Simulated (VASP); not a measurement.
Data:

```
ScC
1.0
    3.15341     0.00000     0.00000
   -1.57670     2.73093     0.00000
    0.00000     0.00000     5.86125
Sc C
2 2
Direct
  0.00000   0.00000   0.00000
  0.00000   0.00000   0.50000
  0.33333   0.66667   0.25000
  0.66667   0.33333   0.75000
```

Computed with LDA (Ceperley-Alder, Perdew-Zunger), VASP's LDA PAW potentials (set 64) (plane waves; VASP). Settings: 520 eV cut-off, Gaussian smearing of 0.050 eV, potentials Sc_sv C.

Problem. Give the energies of bands 11 to 18 at the high-symmetry points, in eV from the Fermi level.

Solution. 
```
band      Γ      M      K      A      L      H
----  -----  -----  -----  -----  -----  -----
11    -3.79  -3.85  -2.54  -1.71  -3.01  -2.52
12    -0.49  -1.99  -2.54  -1.71  -3.01  -2.52
13    -0.49  -1.43  -2.38   0.41  -0.84  -1.18
14     0.75  -0.90  -1.09   0.41  -0.84  -1.18
15     1.54  -0.20  -1.09   0.41  -0.05  -1.12
16     2.42   0.89   0.16   0.41  -0.05  -1.12
17     2.49   1.23   3.83   3.75   2.17   3.14
18     3.21   2.74   3.84   3.88   2.17   3.14
```

It has no gap at this level: it comes out as a metal or semimetal.

The structure was generated: ScC was put into the NiAs type type (P6_3/mmc), which need not be its known phase. It was relaxed first, which changed the volume by -30 %.
